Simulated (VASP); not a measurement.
# Adsorption sites of OH on Al(111), part 5 of 8

Which site of Al(111) does OH prefer, and what does it do to the work function?

VASP 6.6.1, plane waves and PAW; the level of theory is named at each step.

So far. Step 6 (The free molecule): The run ended after 3 ionic steps, 0.001 eV below its first step, once the forces on the free atoms met EDIFFG = -0.03. Step 6 (The free molecule): Energy at zero smearing: -7.72540 eV.

### Step 7. Relaxing the adsorbate, site ontop

This step: RPBE; plane waves and PAW (Al, O, H) (VASP 6.6.1).

System of this step: Al12HO (Al(111)). The cell holds 14 atoms: 12 Al, 1 O and 1 H. Its edges and angles: a = 5.743 Å, b = 5.743 Å, c = 19.689 Å, α = 90.0°, β = 90.0°, γ = 60.0°. It derives from Al. OH over the ontop site of Al(111). Vacuum lies along c.

The adsorbate starts over a high-symmetry site, and it relaxes with the upper layers within that symmetry.

Contents of INCAR:

```
SYSTEM = Al12HO
PREC = Normal
ENCUT = 440
EDIFF = 1E-05
NELM = 120
ISMEAR = 1
SIGMA = 0.15
LREAL = Auto
ALGO = Fast
GGA = RP
NBANDS = 35
LORBIT = 11
LWAVE = .FALSE.
LCHARG = .FALSE.
KPAR = 4
IBRION = 2
NSW = 50
ISIF = 2
EDIFFG = -0.03
POTIM = 0.4
MAXMIX = 40
IDIPOL = 3
LDIPOL = .TRUE.
DIPOL = 0.5 0.5 0.532
```

Contents of POSCAR:

```
Al12HO
1.0
    5.7429020072      0.0000000000      0.0000000000
    2.8714510036      4.9734990297      0.0000000000
    0.0000000000      0.0000000000     19.6890598535
Al O H
12 1 1
Selective dynamics
Direct
    0.1666666700      0.1666666700      0.3809222000  F F F
    0.6666666700      0.1666666700      0.3809222000  F F F
    0.1666666700      0.6666666700      0.3809222000  F F F
    0.6666666700      0.6666666700      0.3809222000  F F F
    0.8333333300      0.3333333300      0.4978482100  T T T
    0.3333333300      0.3333333300      0.4978482100  T T T
    0.8333333300      0.8333333300      0.4978482100  T T T
    0.3333333300      0.8333333300      0.4978482100  T T T
    0.0000000000      0.0000000000      0.6150397400  T T T
    0.5000000000      0.0000000000      0.6150397400  T T T
    0.0000000000      0.5000000000      0.6150397400  T T T
    0.5000000000      0.5000000000      0.6150397400  T T T
    0.0000000000      0.0000000000      0.7115400300  T T T
    0.0000000000      0.0000000000      0.7613138700  T T T
```

Contents of KPOINTS:

```
Automatic mesh
0
Gamma
6 6 1
0 0 0
```

The projector-augmented-wave data sets are Al, O and H (PBE family, release 64).

The run is started by

```bash
$ mpirun -np 4 vasp_std
```

Log:

```text
[banner, memory and clock lines left out]
running    4 mpi-ranks, on    1 nodes
[...]
[... a notice as in an earlier step ...]

 LDA part: xc-table for (Slater+PW92), standard interpolation
 POSCAR, INCAR and KPOINTS ok, starting setup
[...]
entering main loop
       N       E                     dE             d eps       ncg     rms          rms(c)
DAV:   1     0.162056680354E+03    0.16206E+03   -0.12462E+04   490   0.775E+02
DAV:   2    -0.294842713231E+02   -0.19154E+03   -0.18175E+03   676   0.154E+02
DAV:   3    -0.536164282245E+02   -0.24132E+02   -0.23611E+02   652   0.527E+01
DAV:   4    -0.543707096349E+02   -0.75428E+00   -0.75292E+00   633   0.111E+01
[...]
RMM:  19    -0.501368534861E+02   -0.13614E-03   -0.40713E-05   380   0.148E-02    0.170E-03
RMM:  20    -0.501368888143E+02   -0.35328E-04   -0.12649E-05   341   0.901E-03    0.157E-03
RMM:  21    -0.501368931328E+02   -0.43186E-05   -0.26882E-06   287   0.548E-03
   1 F= -.50136893E+02 E0= -.50131995E+02  d E =-.501369E+02
[... from here on, the cycles between the ionic steps are left out ...]
   2 F= -.50342650E+02 E0= -.50336386E+02  d E =-.205757E+00
   5 F= -.50395387E+02 E0= -.50388750E+02  d E =-.284489E-01
   9 F= -.50422649E+02 E0= -.50416755E+02  d E =-.931764E-02
  13 F= -.50459034E+02 E0= -.50454256E+02  d E =-.363858E-01
  17 F= -.50473021E+02 E0= -.50467922E+02  d E =-.335623E-02
  21 F= -.50487928E+02 E0= -.50482458E+02  d E =-.182638E-01
  25 F= -.50492465E+02 E0= -.50487252E+02  d E =-.599652E-03
  29 F= -.50496573E+02 E0= -.50491702E+02  d E =-.470765E-02
  33 F= -.50498817E+02 E0= -.50494105E+02  d E =-.486920E-03
  37 F= -.50500407E+02 E0= -.50495737E+02  d E =-.471045E-03
  41 F= -.50506897E+02 E0= -.50502489E+02  d E =-.696041E-02
  45 F= -.50517925E+02 E0= -.50513493E+02  d E =-.972066E-02
  49 F= -.50526672E+02 E0= -.50522218E+02  d E =-.874695E-02
  50 F= -.50529680E+02 E0= -.50525209E+02  d E =-.300772E-02
 trial-energy change:   -0.003008  1 .order   -0.002849   -0.003368   -0.002331
 step:   0.4164(harm=  0.7359)  dis= 0.03600  next Energy=   -50.530748 (dE=-0.408E-02)
```

Run time: 18 min. Hardware: 4 MPI ranks of Intel Xeon Platinum 8175M at 2.50GHz (Skylake/Cascade Lake), shared host; peak memory 1.5 GiB.

From OUTCAR (step 7):

```text
 dipolmoment           0.000000      0.000000     -0.060288 electrons x Angstroem

 k-point     1 :       0.0000    0.0000    0.0000
  band No.  band energies     occupation
    ...
     22       0.1965      2.00087
     23       0.3185      2.02220
     24       0.4889      1.95688
     25       0.4890      1.95677
     26       0.6402      0.58990
     27       1.3923     -0.00000
     28       3.1347     -0.00000
     29       3.1348     -0.00000
     30       3.2075     -0.00000
     31       3.3090     -0.00000
    ...

  Total       -3.4621543     -3.4621543     -0.4076156     -0.0000000      0.0000000     -0.0000000
  in kB       -9.8636710     -9.8636710     -1.1612961     -0.0000000      0.0000000     -0.0000000
  external PRESSURE =      -6.9628794 kB  Pullay stress =       0.0000000 kB

 POSITION                                       TOTAL-FORCE (eV/Angst)
 -----------------------------------------------------------------------------------
      1.43573      0.82892      7.50000        -0.012956     -0.007480      0.024705
      4.30718      0.82892      7.50000         0.012956     -0.007480      0.024705
      2.87145      3.31567      7.50000        -0.000000      0.014961      0.024705
      5.74290      3.31567      7.50000         0.000000     -0.000000      0.082624
      5.74290      1.64763      9.84066        -0.000000     -0.076204     -0.042384
      2.87145      1.65783      9.83195         0.000000     -0.000000     -0.212690
      7.18747      4.14969      9.84066         0.065995      0.038102     -0.042384
      4.29834      4.14969      9.84066        -0.065995      0.038102     -0.042384
      0.00000      0.00000     12.63101         0.000000     -0.000000      0.090570
      5.74290      4.96377     12.08407         0.000000      0.112262      0.023619
      7.17020      2.49161     12.08407         0.097222     -0.056131      0.023619
      4.31560      2.49161     12.08407        -0.097222     -0.056131      0.023619
      0.00000      0.00000     14.34665        -0.000000     -0.000000      0.280354
      0.00000      0.00000     15.30951         0.000000     -0.000000     -0.258676
 -----------------------------------------------------------------------------------
    total drift:                                0.000076      0.000044      0.047193

  FREE ENERGIE OF THE ION-ELECTRON SYSTEM (eV)
  ---------------------------------------------------
  free  energy   TOTEN  =       -50.5296799824 eV

  energy  without entropy=      -50.5162674380  energy(sigma->0) =      -50.52520913

 vacuum level on the upper side and lower side of the slab         3.858         4.217

[... 6 parts as in an earlier step ...]

[... 13 further parts left out ...]
[key lines of the parts left out:]
E-fermi :   0.6026
```

The steps of the relaxation (22 of 50):

```csv
step,energy less that of the first step (eV),largest force (eV/Å)
1,0.0000,2.3528
3,-0.2300,1.8815
6,-0.2692,0.3982
8,-0.2815,0.5887
10,-0.2915,0.5384
13,-0.3221,0.2204
15,-0.3328,0.9641
17,-0.3361,0.8893
20,-0.3509,0.2188
22,-0.3518,0.1895
24,-0.3550,0.5683
27,-0.3591,0.1882
29,-0.3597,0.2228
31,-0.3608,0.1485
34,-0.3629,0.2093
36,-0.3630,0.3422
38,-0.3649,0.3155
41,-0.3700,0.6149
43,-0.3729,0.3382
45,-0.3810,0.5999
48,-0.3888,0.6969
50,-0.3928,0.2803
```

The atoms that moved most (Å):

```csv
atom,dx,dy,dz,length
Al9,0.000,0.000,0.521,0.521
O13,0.000,0.000,0.337,0.337
H14,0.000,0.000,0.320,0.320
Al7,0.009,0.005,0.038,0.040
Al5,0.000,-0.010,0.038,0.040
Al8,-0.009,0.005,0.038,0.040
Al6,0.000,0.000,0.030,0.030
Al12,0.008,0.005,-0.025,0.027
```

Final coordinates:

```xyz
14
Lattice="5.7429 0.0000 0.0000 2.8715 4.9735 0.0000 0.0000 0.0000 19.6891" Properties=species:S:1:pos:R:3
Al    1.4357    0.8289    7.5000
Al    4.3072    0.8289    7.5000
Al    2.8715    3.3157    7.5000
Al    5.7429    3.3157    7.5000
Al    5.7429    1.6476    9.8407
Al    2.8715    1.6578    9.8319
Al    7.1875    4.1497    9.8407
Al    4.2983    4.1497    9.8407
Al    0.0000    0.0000   12.6310
Al    2.8715   -0.0097   12.0841
Al    1.4273    2.4916   12.0841
Al    4.3156    2.4916   12.0841
O     0.0000    0.0000   14.3467
H     0.0000    0.0000   15.3095
```

The run used up its steps with a largest force of 0.28 eV/Å at its last finished step, so it is continued.

### Step 8. Going on with the relaxation

The relaxation goes on from its last finished geometry.

INCAR: that of step 7 with these lines changed.

```diff
@@ -19,3 +19,3 @@
 EDIFFG = -0.03
-POTIM = 0.4
+POTIM = 0.25
 MAXMIX = 40
```

Contents of POSCAR:

```
Al12HO
1.0
    5.7429020072      0.0000000000      0.0000000000
    2.8714510036      4.9734990297      0.0000000000
    0.0000000000      0.0000000000     19.6890598535
Al O H
12 1 1
Selective dynamics
Direct
    0.1666666700      0.1666666700      0.3809222000  F F F
    0.6666666700      0.1666666700      0.3809222000  F F F
    0.1666666700      0.6666666700      0.3809222000  F F F
    0.6666666700      0.6666666700      0.3809222000  F F F
    0.8343594296      0.3312811309      0.4998032170  T T T
    0.3333333300      0.3333333300      0.4993610005  T T T
    0.8343594296      0.8343594296      0.4998032170  T T T
    0.3312811309      0.8343594296      0.4998032170  T T T
    0.0000000000      0.0000000000      0.6415241168  T T T
    0.5009781366      0.9980437269      0.6137455011  T T T
    0.9980437269      0.5009781366      0.6137455011  T T T
    0.5009781366      0.5009781366      0.6137455011  T T T
    0.0000000000      0.0000000000      0.7286610526  T T T
    0.0000000000      0.0000000000      0.7775642781  T T T
```

KPOINTS is that of step 7.

The run is started by

```bash
$ mpirun -np 4 vasp_std
```

Log:

```text
[... set-up lines as in an earlier step ...]
 entering main loop
       N       E                     dE             d eps       ncg     rms          rms(c)
DAV:   1     0.161588745226E+03    0.16159E+03   -0.12466E+04   490   0.775E+02
DAV:   2    -0.297293601431E+02   -0.19132E+03   -0.18114E+03   654   0.154E+02
DAV:   3    -0.540722801110E+02   -0.24343E+02   -0.23824E+02   665   0.526E+01
DAV:   4    -0.547603436960E+02   -0.68806E+00   -0.68718E+00   636   0.106E+01
[...]
RMM:  18    -0.505295809405E+02   -0.36877E-03   -0.12645E-04   436   0.287E-02    0.573E-03
RMM:  19    -0.505296630024E+02   -0.82062E-04   -0.44559E-05   379   0.171E-02    0.277E-03
RMM:  20    -0.505296705602E+02   -0.75577E-05   -0.81195E-06   332   0.906E-03
   1 F= -.50529671E+02 E0= -.50525198E+02  d E =-.505297E+02
[... from here on, the cycles between the ionic steps are left out ...]
   2 F= -.50530863E+02 E0= -.50526383E+02  d E =-.119221E-02
   5 F= -.50537492E+02 E0= -.50532886E+02  d E =-.584308E-02
   9 F= -.50539976E+02 E0= -.50535263E+02  d E =-.114687E-02
  13 F= -.50540581E+02 E0= -.50535928E+02  d E =-.564616E-03
  17 F= -.50541520E+02 E0= -.50537057E+02  d E =-.491471E-03
  21 F= -.50541982E+02 E0= -.50537625E+02  d E =-.655773E-04
  25 F= -.50542282E+02 E0= -.50537907E+02  d E =-.248233E-03
  29 F= -.50542391E+02 E0= -.50538038E+02  d E =0.343883E-04
  33 F= -.50542476E+02 E0= -.50538150E+02  d E =-.851558E-04
  37 F= -.50542524E+02 E0= -.50538229E+02  d E =-.435071E-04
  41 F= -.50542661E+02 E0= -.50538369E+02  d E =-.919248E-04
  45 F= -.50542880E+02 E0= -.50538674E+02  d E =-.440942E-04
  49 F= -.50543132E+02 E0= -.50539066E+02  d E =-.795098E-04
  50 F= -.50543174E+02 E0= -.50539111E+02  d E =-.419962E-04
[...]
trial-energy change:   -0.000042  1 .order   -0.000041   -0.000043   -0.000039
 step:   0.9644(harm=  3.0709)  dis= 0.00224  next Energy=   -50.543405 (dE=-0.272E-03)
```

Wall time 12 min (4 MPI ranks); peak memory 1.5 GiB.

Parts of OUTCAR (step 8):

```text
 dipolmoment           0.000000      0.000000     -0.059086 electrons x Angstroem

 k-point     1 :       0.0000    0.0000    0.0000
  band No.  band energies     occupation
    ...
     22       0.1858      2.00101
     23       0.3457      2.04505
     24       0.4858      1.90335
     25       0.4859      1.90324
     26       0.5926      0.94195
     27       1.3961     -0.00000
     28       3.1244     -0.00000
     29       3.1244     -0.00000
     30       3.2134     -0.00000
     31       3.2953     -0.00000
    ...

  Total       -3.5673367     -3.5673367      0.2151480      0.0000000      0.0000000      0.0000000
  in kB      -10.1633354    -10.1633354      0.6129564      0.0000000      0.0000000      0.0000000
  external PRESSURE =      -6.5712382 kB  Pullay stress =       0.0000000 kB

 POSITION                                       TOTAL-FORCE (eV/Angst)
 -----------------------------------------------------------------------------------
      1.43573      0.82892      7.50000        -0.044016     -0.025412     -0.050541
      4.30718      0.82892      7.50000         0.044016     -0.025412     -0.050541
      2.87145      3.31567      7.50000         0.000000      0.050825     -0.050541
      5.74290      3.31567      7.50000         0.000000     -0.000000      0.080199
      5.74290      1.63914      9.83282         0.000000     -0.007173     -0.002822
      2.87145      1.65783      9.77949         0.000000     -0.000000      0.033519
      7.19481      4.15393      9.83282         0.006212      0.003587     -0.002822
      4.29099      4.15393      9.83282        -0.006212      0.003587     -0.002822
      0.00000      0.00000     12.67497         0.000000     -0.000000     -0.021481
      2.87145      0.00717     12.07242         0.000000      0.001131     -0.001145
      1.44194      2.48316     12.07242         0.000979     -0.000565     -0.001145
      4.30096      2.48316     12.07242        -0.000979     -0.000565     -0.001145
      0.00000      0.00000     14.38487         0.000000     -0.000000      0.002784
      0.00000      0.00000     15.34148         0.000000     -0.000000      0.068504
 -----------------------------------------------------------------------------------
    total drift:                                0.000081      0.000047      0.012866

  FREE ENERGIE OF THE ION-ELECTRON SYSTEM (eV)
  ---------------------------------------------------
  free  energy   TOTEN  =       -50.5431744242 eV

  energy  without entropy=      -50.5309850449  energy(sigma->0) =      -50.53911130

 vacuum level on the upper side and lower side of the slab         4.020         4.395

[... 7 parts as in an earlier step ...]

[... 12 further parts left out ...]
[key lines of the parts left out:]
E-fermi :   0.5874
```

CONTCAR:

```
Al12HO
   1.00000000000000
     5.7429020071999997    0.0000000000000000    0.0000000000000000
     2.8714510035999998    4.9734990297000001    0.0000000000000000
     0.0000000000000000    0.0000000000000000   19.6890598535000017
  Al              O               H
    12     1     1
Selective dynamics
Direct
     0.1666666699999979    0.1666666699999979    0.3809222000000005   F   F   F
     0.6666666699999979    0.1666666699999979    0.3809222000000005   F   F   F
     0.1666666699999979    0.6666666699999979    0.3809222000000005   F   F   F
     0.6666666699999979    0.6666666699999979    0.3809222000000005   F   F   F
     0.8352122393247561    0.3295755114504887    0.4994051991296870   T   T   T
     0.3333333300000021    0.3333333300000021    0.4966966788925943   T   T   T
     0.8352122393247561    0.8352122393247561    0.4994051991296870   T   T   T
     0.3295755114504887    0.8352122393247561    0.4994051991296870   T   T   T
     0.0000000000000000    0.0000000000000000    0.6437569789564288   T   T   T
     0.4992788214223376    0.0014423572553194    0.6131536843270676   T   T   T
     0.0014423572553194    0.4992788214223376    0.6131536843270676   T   T   T
     0.4992788214223376    0.4992788214223376    0.6131536843270676   T   T   T
     0.0000000000000000    0.0000000000000000    0.7306019799910057   T   T   T
     0.0000000000000000    0.0000000000000000    0.7791882156113622   T   T   T
```

Relaxation path (22 of 50):

```csv
step,energy less that of the first step (eV),largest force (eV/Å)
1,0.0000,0.2800
3,-0.0020,0.2449
6,-0.0091,0.2439
8,-0.0102,0.0640
10,-0.0104,0.0850
13,-0.0109,0.0794
15,-0.0115,0.1017
17,-0.0118,0.1052
20,-0.0122,0.0523
22,-0.0124,0.1016
24,-0.0125,0.0794
27,-0.0128,0.0360
29,-0.0127,0.0669
31,-0.0128,0.0546
34,-0.0128,0.0435
36,-0.0129,0.0648
38,-0.0129,0.0898
41,-0.0130,0.0725
43,-0.0132,0.0641
45,-0.0132,0.0592
48,-0.0134,0.0844
50,-0.0135,0.0685
```

The atoms that moved most (Å):

```csv
atom,dx,dy,dz,length
Al6,0.000,0.000,-0.052,0.052
Al9,0.000,0.000,0.044,0.044
O13,0.000,0.000,0.038,0.038
H14,0.000,0.000,0.032,0.032
Al10,0.000,0.017,-0.012,0.021
Al12,-0.015,-0.008,-0.012,0.021
Al11,0.015,-0.008,-0.012,0.021
Al5,0.000,-0.008,-0.008,0.012
```

The relaxed structure:

```cif
data_structure
_symmetry_space_group_name_H-M 'P 1'
_symmetry_Int_Tables_number 1
_cell_length_a 5.7429
_cell_length_b 5.7429
_cell_length_c 19.6891
_cell_angle_alpha 90.000
_cell_angle_beta 90.000
_cell_angle_gamma 60.000
_cell_volume 562.37
loop_
_atom_site_label
_atom_site_type_symbol
_atom_site_fract_x
_atom_site_fract_y
_atom_site_fract_z
_atom_site_occupancy
Al1 Al 0.16667 0.16667 0.38092 1
Al2 Al 0.66667 0.16667 0.38092 1
Al3 Al 0.16667 0.66667 0.38092 1
Al4 Al 0.66667 0.66667 0.38092 1
Al5 Al 0.83521 0.32958 0.49941 1
Al6 Al 0.33333 0.33333 0.49670 1
Al7 Al 0.83521 0.83521 0.49941 1
Al8 Al 0.32958 0.83521 0.49941 1
Al9 Al 0.00000 0.00000 0.64376 1
Al10 Al 0.49928 0.00144 0.61315 1
Al11 Al 0.00144 0.49928 0.61315 1
Al12 Al 0.49928 0.49928 0.61315 1
O13 O 0.00000 0.00000 0.73060 1
H14 H 0.00000 0.00000 0.77919 1
```

The run used up its steps with a largest force of 0.07 eV/Å at its last finished step, short of the threshold. The session accepts it under a looser, picked bar, without proof that a minimum is near.

[end of part 5 of 8]

[Lines on the potential files, build, host, timing and source positions are cut from VASP's logs without a mark.]

[Logs are printed without paths, hosts, clocks, repeated set-up lines and the standing remarks that a program may print on its own settings, such as how far it seeks lower states.]

[Hosts, paths, dates, database ids (printed as entryN), source tags and the programs' standing remarks are cut or masked in the printed files.]

[Runs that stopped without an error message from VASP are left out.]
